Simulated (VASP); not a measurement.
```
HfC
1.0
    0.00000     2.27306     2.27306
    2.27306     0.00000     2.27306
    2.27306     2.27306     0.00000
Hf C
1 1
Direct
  0.00000   0.00000   0.00000
  0.50000   0.50000   0.50000
```

Computed with TPSS meta-GGA, VASP's PBE PAW potentials (set 64) (plane waves; VASP). Run with 520 eV cut-off, 14×14×14 Γ-centred mesh, first-order Methfessel-Paxton smearing of 0.10 eV, potentials Hf_pv C.

Unless said otherwise, spin-orbit coupling is left out, though it shifts the bands of the heavy elements here.

### Question
Predict the energy per atom (σ→0), pressure, band gap (on the k-mesh) with the smallest direct gap where there is one.

### Answer

* **band gap (on the k-mesh)**: none (metal, semimetal or under 0.01 eV)
* **energy per atom (σ→0)**: -12.155 eV/atom
* **pressure**: 168.9 kbar

The compound is HfC in the rock salt structure. This cell is one point of a volume scan, at 0.94 of the reference volume.
